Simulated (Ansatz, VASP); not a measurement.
**One calculation of GaGe, two programs**

```
Ge Ga
1.0
     0.00000    2.87839    2.87839
     2.87839    0.00000    2.87839
     2.87839    2.87839    0.00000
Ge Ga
1 1
Cartesian
  0.0000 0.0000 0.0000
  1.4392 1.4392 1.4392
```

The cell comes from a database or a generator and needn't be the stable form of this composition.

Alike in both runs: task single point; functional r2SCAN; k mesh 8 × 8 × 8; occupations fermi-dirac, width 0.05 eV; no spin polarisation.

```csv
,VASP,Ansatz
version,VASP 6.6.1,Ansatz 0.2.0
potentials or method,"VASP PAW PBE potentials, release 64 (Ge_d, Ga_d)",Ansatz PAW
plane-wave cutoff (eV),520,500
valence electrons in the cell,27,27
```

|  | VASP | Ansatz | Ansatz less VASP |
| --- | --- | --- | --- |
| gap on the k mesh at the Fermi level (eV) | none | none | - |
| pressure (GPa) | -1.1 | -1.1 | -0.02 |

A gap of «none» marks a metal or a gap that the smearing closes.

Caveats: the PAW data sets were made with another functional, which shifts forces and pressure a little (VASP); the PAW data sets come from PBE, with cores solved anew for the run's functional, which leaves a small shift of forces and pressure (Ansatz).
